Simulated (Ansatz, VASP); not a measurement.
# Cross-check of MgH12C12S4N2O12F12 between VASP and Ansatz

One calculation is typed for both programs; each brings its own data sets. How far apart do they land? Of the first pair: The structure shown is frame 87 of Ansatz's trajectory.

Main program and level: Ansatz 0.2.0; plane waves, with VASP 6.6.1 beside it; single point at PBE with D4.

## Step 1: The starting structure

The cell holds 110 atoms: 4 N, 8 S, 24 O, 24 C, 24 F, 24 H and 2 Mg. Cell: a = 11.872 Å, b = 11.872 Å, c = 11.872 Å, α = 90.0°, β = 90.0°, γ = 90.0°. As first built, before any earlier steps moved the atoms (in the runner's words): 4 gamma-butyrolactone, 2 Mg2+, 4 TFSI- placed at random, at 1.5 g/cm^3; overlaps pushed apart, then 10 ps at 550 K with divalent ions of Li, Roberts, Chakravorty and Merz (J. Chem. Theory Comput. 9, 2733 (2013)); MMFF94 bonds, angles, torsions, charges and radii (Halgren, J. Comput. Chem. 17, 490 (1996)) in harmonic and 12-6 forms; charges of ions scaled by 0.8. Snapshot after 30 ps at 470 K and fixed volume.

## Step 2: Ansatz: dynamics, PBE with D4

Ansatz runs on its default PAW (the set named soft_2) files.

One frame of this run of dynamics is then solved in both programs, so the motion causes no difference.

Contents of input.yaml:

```yaml
crystal:
  lattice:
    - [11.87194, 0.0, 0.0]
    - [0.0, 11.87194, 0.0]
    - [0.0, 0.0, 11.87194]
  atoms:
    - { symbol: "N", position: [0.96341, 0.49183, 0.24902] }
    - { symbol: S, position: [0.93168, 0.39867, 0.16528] }
    - { symbol: O, position: [0.81392, 0.39229, 0.13845] }
    - { symbol: O, position: [0.98834, 0.29204, 0.19325] }
    - { symbol: C, position: [0.0024, 0.46006, 0.04501] }
    - { symbol: F, position: [0.92697, 0.47764, 0.95593] }
    - { symbol: F, position: [0.09038, 0.39717, 0.99497] }
    - { symbol: F, position: [0.04814, 0.5607, 0.06478] }
    - { symbol: S, position: [0.08183, 0.477, 0.30461] }
    - { symbol: O, position: [0.17379, 0.45695, 0.22273] }
    - { symbol: O, position: [0.095, 0.39835, 0.39675] }
    - { symbol: C, position: [0.09919, 0.61519, 0.36936] }
    - { symbol: F, position: [0.03593, 0.62515, 0.46748] }
    - { symbol: F, position: [0.07083, 0.69948, 0.30143] }
    - { symbol: F, position: [0.20943, 0.63312, 0.40691] }
    - { symbol: "N", position: [0.19076, 0.92134, 0.5166] }
    - { symbol: S, position: [0.20822, 0.85482, 0.62955] }
    - { symbol: O, position: [0.25578, 0.91622, 0.72587] }
    - { symbol: O, position: [0.25811, 0.74593, 0.60511] }
    - { symbol: C, position: [0.05605, 0.84041, 0.67017] }
    - { symbol: F, position: [0.99707, 0.93906, 0.68106] }
    - { symbol: F, position: [0.05071, 0.78777, 0.77042] }
    - { symbol: F, position: [0.99369, 0.77574, 0.59592] }
    - { symbol: S, position: [0.30156, 0.99311, 0.48474] }
    - { symbol: O, position: [0.38392, 0.01232, 0.57254] }
    - { symbol: O, position: [0.27513, 0.0965, 0.42428] }
    - { symbol: C, position: [0.37091, 0.90246, 0.39216] }
    - { symbol: F, position: [0.43581, 0.94739, 0.30836] }
    - { symbol: F, position: [0.28711, 0.84364, 0.34358] }
    - { symbol: F, position: [0.44081, 0.82617, 0.45096] }
    - { symbol: "N", position: [0.23771, 0.31467, 0.79811] }
    - { symbol: S, position: [0.2396, 0.35035, 0.66945] }
    - { symbol: O, position: [0.19164, 0.27066, 0.58246] }
    - { symbol: O, position: [0.34596, 0.39989, 0.64171] }
    - { symbol: C, position: [0.13592, 0.46804, 0.68163] }
    - { symbol: F, position: [0.14115, 0.53292, 0.5844] }
    - { symbol: F, position: [0.1581, 0.53114, 0.77096] }
    - { symbol: F, position: [0.02987, 0.42544, 0.69079] }
    - { symbol: S, position: [0.24951, 0.184, 0.82115] }
    - { symbol: O, position: [0.2711, 0.15248, 0.94056] }
    - { symbol: O, position: [0.31872, 0.12734, 0.7428] }
    - { symbol: C, position: [0.10496, 0.14063, 0.79008] }
    - { symbol: F, position: [0.0978, 0.09172, 0.68849] }
    - { symbol: F, position: [0.01864, 0.21894, 0.80146] }
    - { symbol: F, position: [0.07507, 0.06259, 0.86575] }
    - { symbol: "N", position: [0.64146, 0.0602, 0.93292] }
    - { symbol: S, position: [0.66448, 0.09636, 0.80443] }
    - { symbol: O, position: [0.56622, 0.07726, 0.73238] }
    - { symbol: O, position: [0.77444, 0.0712, 0.75627] }
    - { symbol: C, position: [0.66275, 0.24834, 0.81727] }
    - { symbol: F, position: [0.57515, 0.287, 0.87572] }
    - { symbol: F, position: [0.64811, 0.27884, 0.71448] }
    - { symbol: F, position: [0.76058, 0.28598, 0.86197] }
    - { symbol: S, position: [0.56439, 0.95781, 0.93086] }
    - { symbol: O, position: [0.63285, 0.86149, 0.8902] }
    - { symbol: O, position: [0.4509, 0.96322, 0.8916] }
    - { symbol: C, position: [0.55019, 0.93726, 0.082] }
    - { symbol: F, position: [0.54261, 0.0364, 0.13261] }
    - { symbol: F, position: [0.63528, 0.86907, 0.12483] }
    - { symbol: F, position: [0.44814, 0.88226, 0.09966] }
    - { symbol: O, position: [0.14038, 0.14683, 0.26733] }
    - { symbol: C, position: [0.13741, 0.06521, 0.20242] }
    - { symbol: C, position: [0.04536, 0.03424, 0.12968] }
    - { symbol: C, position: [0.07333, 0.91425, 0.11095] }
    - { symbol: C, position: [0.19674, 0.91551, 0.09998] }
    - { symbol: O, position: [0.23143, 0.00552, 0.1774] }
    - { symbol: H, position: [0.04103, 0.08696, 0.05757] }
    - { symbol: H, position: [0.96284, 0.05833, 0.16979] }
    - { symbol: H, position: [0.02932, 0.87579, 0.03618] }
    - { symbol: H, position: [0.05211, 0.8759, 0.19104] }
    - { symbol: H, position: [0.23497, 0.84153, 0.13584] }
    - { symbol: H, position: [0.2252, 0.93694, 0.01527] }
    - { symbol: O, position: [0.51252, 0.8558, 0.68796] }
    - { symbol: C, position: [0.58953, 0.78656, 0.67001] }
    - { symbol: C, position: [0.58765, 0.66243, 0.67523] }
    - { symbol: C, position: [0.69467, 0.62319, 0.62834] }
    - { symbol: C, position: [0.72952, 0.71945, 0.55458] }
    - { symbol: O, position: [0.68121, 0.81628, 0.60728] }
    - { symbol: H, position: [0.52819, 0.64665, 0.60925] }
    - { symbol: H, position: [0.58117, 0.6308, 0.76343] }
    - { symbol: H, position: [0.68222, 0.54448, 0.58501] }
    - { symbol: H, position: [0.75738, 0.60717, 0.69871] }
    - { symbol: H, position: [0.8216, 0.72372, 0.53589] }
    - { symbol: H, position: [0.68214, 0.72839, 0.47204] }
    - { symbol: O, position: [0.04078, 0.18253, 0.47078] }
    - { symbol: C, position: [0.95921, 0.11974, 0.46226] }
    - { symbol: C, position: [0.83141, 0.14421, 0.47984] }
    - { symbol: C, position: [0.78864, 0.04101, 0.42505] }
    - { symbol: C, position: [0.87, 0.9559, 0.45948] }
    - { symbol: O, position: [0.97236, 0.00784, 0.45935] }
    - { symbol: H, position: [0.80947, 0.22736, 0.43303] }
    - { symbol: H, position: [0.81003, 0.14812, 0.56687] }
    - { symbol: H, position: [0.80186, 0.04934, 0.33172] }
    - { symbol: H, position: [0.70049, 0.00882, 0.44333] }
    - { symbol: H, position: [0.85927, 0.92312, 0.55024] }
    - { symbol: H, position: [0.86456, 0.88649, 0.40142] }
    - { symbol: O, position: [0.30919, 0.29542, 0.30958] }
    - { symbol: C, position: [0.39619, 0.31277, 0.25433] }
    - { symbol: C, position: [0.45354, 0.42966, 0.2571] }
    - { symbol: C, position: [0.54548, 0.42318, 0.17041] }
    - { symbol: C, position: [0.5488, 0.29656, 0.1486] }
    - { symbol: O, position: [0.45332, 0.23953, 0.1868] }
    - { symbol: H, position: [0.49058, 0.44677, 0.3369] }
    - { symbol: H, position: [0.4036, 0.50611, 0.23719] }
    - { symbol: H, position: [0.62896, 0.44063, 0.21411] }
    - { symbol: H, position: [0.53305, 0.47029, 0.09356] }
    - { symbol: H, position: [0.54551, 0.28674, 0.05587] }
    - { symbol: H, position: [0.62383, 0.25021, 0.17039] }
    - { symbol: Mg, position: [0.17382, 0.23722, 0.39878] }
    - { symbol: Mg, position: [0.41465, 0.99543, 0.73525] }
kpoints:
  mp_grid: { grid: [1, 1, 1] }
hamiltonian:
  xc: pbe
  dispersion: d4
scf:
  occupations: { method: fermi_dirac, width: 0.025 }
output:
  forces: true
md:
  timestep: 0.5
  n_steps: 260
  ensemble: nve
  temperature: 470
  initial_velocities: maxwell_boltzmann
  seed: 2834
```

On the command line:

```
> ansatz run input.yaml --threads 4 --pin off --max-ram 8192MiB --backend cpu --events-out ev --progress --plain --runs-dir out
```

Numbers of over 12 decimals in the logs are rounded to 6 here.

The program printed:

```text
Warning: md: disabling space-group detection — thermal motion breaks the input geometry's symmetry, so no spatial operation reduces the k-mesh or symmetrises the density; time reversal is kept, so that k and −k are solved as one point where they differ and the mesh holds both, and exact exchange and, on two spinor components, a DFT+U term hold to it where the run has them: on two components no moment then forms, and  [...]
Engine: ansatz 0.2.0, x86_64-unknown-linux-gnu
Pseudopotentials: kind: paw
Pseudopotential: N, paw, valence charge 5, recommended cutoff 420 eV (normal), N.paw.azcp
Pseudopotential: S, paw, valence charge 6, recommended cutoff 420 eV (normal), S.paw.azcp
Pseudopotential: O, paw, valence charge 6, recommended cutoff 420 eV (normal), O.paw.azcp
Pseudopotential: C, paw, valence charge 4, recommended cutoff 420 eV (normal), C.paw.azcp
Pseudopotential: F, paw, valence charge 7, recommended cutoff 420 eV (normal), F.paw.azcp
Pseudopotential: H, paw, valence charge 1, recommended cutoff 420 eV (normal), H.paw.azcp
Pseudopotential: Mg, paw, valence charge 10, recommended cutoff 420 eV (normal), Mg.paw.azcp
Functional definition: PBE
  parameter kappa = 0.804
  parameter beta = 0.066725
  exchange = pbe_x(kappa = kappa, mu = beta*pi^2/3)
  correlation = pbe_c(beta = beta)
Crystal: 110 atoms, lattice volume = 1673.266 Å³
Basis set: ecut = 420 eV, 32675 PW (Γ), exchange–correlation on 160×160×160 points (8 copies of the dense FFT grid, shifted against one another)
Bands: 370, of which v1, the nominal top of the filled ones, is band 260 counted from 1 (259 counted from 0)
Symmetry: 1 space group operations
k-points: 1
Non-local potential: N, projectors of the file, l = 0: 2, l = 1: 2, l = 2: 1
Non-local potential: S, projectors of the file, l = 0: 2, l = 1: 2, l = 2: 2
Non-local potential: O, projectors of the file, l = 0: 2, l = 1: 2, l = 2: 1
Non-local potential: C, projectors of the file, l = 0: 2, l = 1: 2, l = 2: 1
Non-local potential: F, projectors of the file, l = 0: 2, l = 1: 2, l = 2: 1
Non-local potential: H, projectors of the file, l = 0: 2, l = 1: 1
Non-local potential: Mg, projectors of the file, l = 0: 3, l = 1: 2, l = 2: 1
PAW form: soft (Blöchl's): semilocal exchange-correlation on the pseudo side does not see the compensation charge
PAW one-centre angular grid: N, 110 points (default); XC on 64 Gauss nodes
PAW one-centre angular grid: S, 110 points (default); XC on 64 Gauss nodes
PAW one-centre angular grid: O, 110 points (default); XC on 64 Gauss nodes
PAW one-centre angular grid: C, 110 points (default); XC on 64 Gauss nodes
PAW one-centre angular grid: F, 110 points (default); XC on 64 Gauss nodes
PAW one-centre angular grid: H, 110 points (default); XC on 64 Gauss nodes
PAW one-centre angular grid: Mg, 110 points (default); XC on 64 Gauss nodes
Initial density: superposition of atomic densities (neutral atoms: chi_scale 0, normalization atom), corrected by the library's trained network
Initial wavefunctions: pseudopotential atomic-orbital guess
Functional: x = pbe(κ = 0.804, μ = 0.219515), c = pbe(β = 0.066725)
SCF iter   1: F=—  HF=-51995.609300 eV  |F-HF|=—  |Δ(HF+E_count)|=         —  Δρ=6.45e-3  dr2=7.47e-1  ethr=1.77e-3  ⟨swp⟩=6.0  Hψ=1565  notcnv=0  defer=95
preconditioner: auto → Resta (q_TF=auto, 2.245 Å⁻¹)  ε∞=2.5  [insulator: Δε(μ)=4.347 eV  Ē_g=16.607 eV  σ=0.025 eV  W_gap=1.00  n_scr=340 (ndim 8)  ℏωp=20.1 eV  f_vac=0.391  D(μ)=0.00/eV (n_scr^D=0)  ε∞_Penn≈2.5  vacuum switching on, ρ_ref=2.0e-2 e/Å³]
SCF iter   2: F=—  HF=-51995.387079 eV  |F-HF|=—  |Δ(HF+E_count)|=   2.22e-1  Δρ=3.28e-3  dr2=1.37e-1  ethr=1.44e-4  ⟨swp⟩=2.0  Hψ=646  notcnv=0  defer=106
SCF iter   3: F=—  HF=-51995.378721 eV  |F-HF|=—  |Δ(HF+E_count)|=   8.36e-3  Δρ=1.50e-3  dr2=3.47e-2  ethr=2.64e-5  ⟨swp⟩=3.0  Hψ=518  notcnv=0  defer=106
SCF iter   4: F=—  HF=-51995.376766 eV  |F-HF|=—  |Δ(HF+E_count)|=   1.95e-3  Δρ=5.96e-4  dr2=5.30e-3  ethr=6.68e-6  ⟨swp⟩=3.0  Hψ=521  notcnv=0  defer=106
SCF iter   5: F=—  HF=-51995.376064 eV  |F-HF|=—  |Δ(HF+E_count)|=   7.03e-4  Δρ=2.31e-4  dr2=6.69e-4  ethr=1.02e-6  ⟨swp⟩=3.0  Hψ=651  notcnv=0  defer=105
SCF iter   6: F=—  HF=-51995.376051 eV  |F-HF|=—  |Δ(HF+E_count)|=   1.31e-5  Δρ=6.99e-5  dr2=5.26e-5  ethr=1.29e-7  ⟨swp⟩=2.0  Hψ=486  notcnv=0  defer=105
SCF iter   7: F=—  HF=-51995.376830 eV  |F-HF|=—  |Δ(HF+E_count)|=   7.79e-4  Δρ=3.28e-5  dr2=1.39e-5  ethr=1.01e-8  ⟨swp⟩=2.0  Hψ=520  notcnv=0  defer=105
[...]
automatic band count: iteration 1 solves 301 bands in place of 370: the levels show a gap, and the empty bands left out lie too high to hold charge; the band table lists the bands solved (type scf.n_extra_bands for more)
md step   259: t =   129.50 fs  T =   583.0 K  F+E_penalty+E_count = -51996.96734968 eV  E_kin = 8.213395 eV  conserved = -51988.75395423 eV  (4 SCF iters, 23 dispersion substeps)
iter 1 solved again at ethr=7.14e-6 eV; its pass at ethr=3.10e-3 eV (dr2=3.71e-2 eV) is discarded
SCF iter   1: F=—  HF=-51996.799779 eV  |F-HF|=—  |Δ(HF+E_count)|=         —  Δρ=2.20e-3  dr2=3.93e-2  ethr=7.14e-6  ⟨swp⟩=7.0  Hψ=2021  notcnv=0
preconditioner: auto → Resta (q_TF=auto, 2.245 Å⁻¹)  ε∞=2.5  [insulator: Δε(μ)=4.015 eV  Ē_g=16.262 eV  σ=0.025 eV  W_gap=1.00  n_scr=340 (ndim 8)  ℏωp=19.9 eV  f_vac=0.376  D(μ)=0.00/eV (n_scr^D=0)  ε∞_Penn≈2.5  vacuum switching on, ρ_ref=1.9e-2 e/Å³]
SCF iter   2: F=—  HF=-51996.790914 eV  |F-HF|=—  |Δ(HF+E_count)|=   8.86e-3  Δρ=1.04e-3  dr2=6.83e-3  ethr=7.14e-6  ⟨swp⟩=2.0  Hψ=560  notcnv=0
SCF iter   3: F=—  HF=-51996.789973 eV  |F-HF|=—  |Δ(HF+E_count)|=   9.42e-4  Δρ=3.43e-4  dr2=1.28e-3  ethr=1.31e-6  ⟨swp⟩=2.0  Hψ=593  notcnv=0
SCF iter   4: F=—  HF=-51996.789714 eV  |F-HF|=—  |Δ(HF+E_count)|=   2.59e-4  Δρ=1.02e-4  dr2=1.16e-4  ethr=2.46e-7  ⟨swp⟩=2.0  Hψ=616  notcnv=0
SCF iter   5: F=—  HF=-51996.789713 eV  |F-HF|=—  |Δ(HF+E_count)|=   1.51e-6  Δρ=2.91e-5  dr2=8.80e-6  ethr=2.23e-8  ⟨swp⟩=2.0  Hψ=591  notcnv=0
SCF iter   6: F=—  HF=-51996.789036 eV  |F-HF|=—  |Δ(HF+E_count)|=   6.77e-4  Δρ=1.22e-5  dr2=1.75e-6  ethr=1.69e-9  ⟨swp⟩=2.0  Hψ=626  notcnv=0
SCF iter   7: F=—  HF=-51996.789036 eV  |F-HF|=—  |Δ(HF+E_count)|=   5.35e-8  Δρ=3.56e-6  dr2=1.25e-7  ethr=3.36e-10  ⟨swp⟩=2.0  Hψ=621  notcnv=0
SCF iter   8: F=-51996.789036 eV  HF=-51996.789036 eV  |F-HF|=2.42e-8  |Δ(HF+E_count)|=   7.91e-8  Δρ=1.75e-6  dr2=4.03e-8  ethr=1.92e-11  ⟨swp⟩=4.0  Hψ=1129  notcnv=0
SCF 261 converged in 8 iterations: F = -51996.789036 eV  dr2 = 4.03e-8
md step   260: t =   130.00 fs  T =   570.4 K  F+E_penalty+E_count = -51996.78903614 eV  E_kin = 8.036978 eV  conserved = -51988.75205807 eV  (8 SCF iters, 23 dispersion substeps)
SCF converged after 8 iterations
Free energy (F): -51996.789036 eV
Harris-Foulkes:  -51996.789036 eV  (|F-HF|=2.42e-8)
Internal energy: -51996.789036 eV  (E = F + TS)
E sigma→0 (E₀):  -51996.789036 eV
Fermi energy:    1.301371 eV
--- Per-component energies (eV) ---
  E_band       = -5685.094400
  E_kinetic    = 13243.395625
  E_local      = -68154.909438  (includes V_loc(G=0)·N_el)
  E_nonlocal   = 4175.956684
  E_hartree    = 27655.835359
  E_xc         = -6098.052405
  E_vxc        = -7460.144336  (∫ρ·V_xc dr)
  E_paw        = -16903.842546  (= ΣΔE_a)
  E_vpaw       = -2801.143878  (= ΣTr[D̂ρ^β])
  E_aug_tail   = 0.076399  (compensation charges beyond the density's cutoff)
  E_ewald      = -5908.069461
  E_disp       = -7.179252  (pairwise vdW)
  E_smearing   = -0.000000  (= −TS)
  E_closure    = 0.000000  (closes the sum)
  Σ components = -51996.789036   (vs F -51996.789036, Δ=0.00e0)
--- Forces (eV/Å), atoms counted from 1 ---
  atom   1  N     -0.75336953    -0.59352123    -0.87203183
  atom   2  S      2.26196092    -0.69645476    -0.15348372
  atom   3  O     -3.13786127     1.16183791    -0.24696554
  atom   4  O     -0.09581601    -0.05799952     0.44684540
  atom   5  C     -0.31223531     1.99487238    -1.32514030
  atom   6  F     -0.24096709    -0.24637921     0.65318858
  atom   7  F      1.06864619    -0.65394558     0.42277817
  atom   8  F     -0.03810442    -0.41724362     0.21966461
  atom   9  S     -0.37472838     6.11565508    -4.16706923
  atom  10  O     -0.37743545    -0.64220035    -0.09213544
  atom  11  O      1.52714380    -4.00006768     5.75533161
  atom  12  C     -0.78240402     0.74996471    -1.38699317
  atom  13  F     -1.11366453    -0.50239240    -0.00161129
  atom  14  F      0.20828948    -1.37117128     0.98866741
  atom  15  F      1.49629474    -0.26889352    -0.17147438
  atom  16  N     -0.09402782     0.02503886    -0.57463933
  atom  17  S     -1.07391196    -1.29408637    -1.08469698
  atom  18  O      0.52029054     0.81608253     1.32013507
  atom  19  O     -0.70215157    -0.09441994     0.40210575
  atom  20  C     -0.14634675    -0.41526099    -0.14027526
  atom  21  F      0.52963283    -0.23121303    -0.31487740
  atom  22  F      0.12422987     0.15610059    -0.74086521
  atom  23  F      0.29528894     0.43707636     0.74025549
  atom  24  S     -1.50643098    -0.40464675     0.14772762
[...]
atom 103  H      0.20468941    -0.28260909     0.35543135
  atom 104  H      1.95160458    -0.93378437    -0.09923725
  atom 105  H     -0.60445086    -1.06189338     1.20030423
  atom 106  H     -0.45056591    -0.31438504     0.45436994
  atom 107  H      0.28587089     0.95545593    -0.10161616
  atom 108  H      0.69967679     0.17743227    -0.21194042
  atom 109  Mg     0.09616293    -0.19785556     0.07679652
  atom 110  Mg    -0.40649145    -0.39611294     0.56799825
  max |Σ_I F_I| component: 9.38e-5 eV/Å
--- MD trajectory: 260 steps, t = 0.0 → 130.0 fs ---
  final state: T = 570.4 K   F+E_penalty+E_count = -51996.78903614 eV   E_kin = 8.036978 eV
  conserved energy: peak-to-peak 9.954e-3 eV (9.049e-5 eV/atom) over 130.0 fs
```

## Step 3: VASP: single point, PBE with D4, pair 1

The same cell, functional, mesh and smearing now go to VASP, with its own data sets.

Lines of VASP's logs that name or quote its potential files are left out, and so is its time.

Contents of INCAR:

```
SYSTEM = MgH12C12S4N2O12F12
PREC = Accurate
ENCUT = 520
EDIFF = 1E-06
NELM = 120
ISMEAR = -1
SIGMA = 0.025
LREAL = Auto
ALGO = Normal
GGA = PE
IVDW = 13
NBANDS = 336
LORBIT = 11
LWAVE = .FALSE.
LCHARG = .FALSE.
ISIF = 2
LASPH = .TRUE.
GGA_COMPAT = .FALSE.
EFERMI = MIDGAP
NCORE = 2
```

Contents of POSCAR:

```
MgH12C12S4N2O12F12
1.0
   11.8719400000      0.0000000000      0.0000000000
    0.0000000000     11.8719400000      0.0000000000
    0.0000000000      0.0000000000     11.8719400000
N S O C F H Mg
4 8 24 24 24 24 2
Direct
    0.9588239159      0.4628645360      0.2649103685
    0.1955703954      0.9458184593      0.5361550008
    0.2344267239      0.3160056402      0.7959187799
    0.6411504775      0.0492927020      0.9290983613
    0.9350283105      0.3937098739      0.1602939368
    0.0876183673      0.4761732286      0.3032697268
    0.2049538660      0.8515373225      0.6373263342
    0.3036908879      0.0060950443      0.4887322544
    0.2625518660      0.3592420447      0.6676162447
    0.2374675074      0.1916367502      0.8271857843
    0.6560680057      0.0976335797      0.8041651154
    0.5685759867      0.9396273903      0.9360559437
    0.8179792014      0.4024447563      0.1366078333
    0.9814992326      0.2844775159      0.1595526932
    0.1752114650      0.4732166773      0.2194923492
    0.1002953182      0.3964558446      0.3936003720
    0.2530336238      0.9031295643      0.7361644348
    0.2411568792      0.7329130707      0.6102540949
    0.4025205653      0.0337181623      0.5595378683
    0.2739400637      0.0944917174      0.4091664884
    0.2173191576      0.2919320684      0.5790207835
    0.3714304486      0.4088548291      0.6385729712
    0.2639164281      0.1816636540      0.9452962195
    0.2981147142      0.1257334522      0.7384892444
    0.5600516849      0.0770387991      0.7259049490
    0.7693435108      0.0701233328      0.7590503321
    0.6118629306      0.8373526147      0.8977387015
    0.4499685814      0.9666575134      0.9026831335
    0.1331880047      0.1622228549      0.2543139537
    0.2325651915      0.0160799330      0.1817057701
[... 74 atom lines left out ...]
    0.6303097893      0.4608176928      0.1966738376
    0.5409730844      0.4477027343      0.0730040752
    0.5710355679      0.2549204258      0.0754636563
    0.6249526194      0.2630067200      0.2127200778
    0.1882927306      0.2507172375      0.4083999751
    0.4103710093      0.9862499305      0.7317506659
```

Contents of KPOINTS:

```
Automatic mesh
0
Gamma
1 1 1
0 0 0
```

PAW data sets: N, S, O, C, F, H and Mg (PBE family, release 64).

On the command line:

```
> mpirun -np 8 vasp_gam
```

The program printed:

```text
[banner, memory and clock lines left out]
running    8 mpi-ranks, on    1 nodes
[...]
LDA part: xc-table for (Slater+PW92), standard interpolation
 POSCAR, INCAR and KPOINTS ok, starting setup
[...]
entering main loop
       N       E                     dE             d eps       ncg     rms          rms(c)
DAV:   1     0.479949967815E+04    0.47995E+04   -0.28883E+05   696   0.142E+03
DAV:   2    -0.214455440083E+03   -0.50140E+04   -0.48040E+04   824   0.358E+02
DAV:   3    -0.680845823312E+03   -0.46639E+03   -0.46266E+03   816   0.116E+02
DAV:   4    -0.690562453291E+03   -0.97166E+01   -0.96638E+01   824   0.180E+01
[...]
DAV:  19    -0.626150071463E+03    0.89247E-05   -0.69118E-06   768   0.105E-02    0.644E-03
DAV:  20    -0.626150067724E+03    0.37389E-05   -0.34233E-06   696   0.912E-03    0.343E-03
DAV:  21    -0.626150067567E+03    0.15664E-06   -0.40663E-06   720   0.539E-03
   1 F= -.63345047E+03 E0= -.63345047E+03  d E =0.000000E+00
```

Parts of OUTCAR (step 3):

```text
  FREE ENERGIE OF THE ION-ELECTRON SYSTEM (eV)
  ---------------------------------------------------
  free  energy   TOTEN  =      -633.4504725699 eV

  energy  without entropy=     -633.4504725699  energy(sigma->0) =     -633.45047257
```

The run ends at a pressure of 2.10 GPa, with forces up to 5.5 eV/Å.

(Part 1 of 2 ends here.)

[Lines on the potential files, build, host, timing and source positions are cut from VASP's logs without a mark.]

[Logs are printed without paths, hosts, clocks, repeated set-up lines and the standing remarks that a program may print on its own settings, such as how far it seeks lower states.]

[Hosts, paths, dates, database ids (printed as entryN), source tags and the programs' standing remarks are cut or masked in the printed files.]

[The MMFF94 radii named for the starting cell were scaled by 0.96; in molecules described by MMFF94, hydrogen bound to N, O or S took a small fixed 12-6 site in their place.]
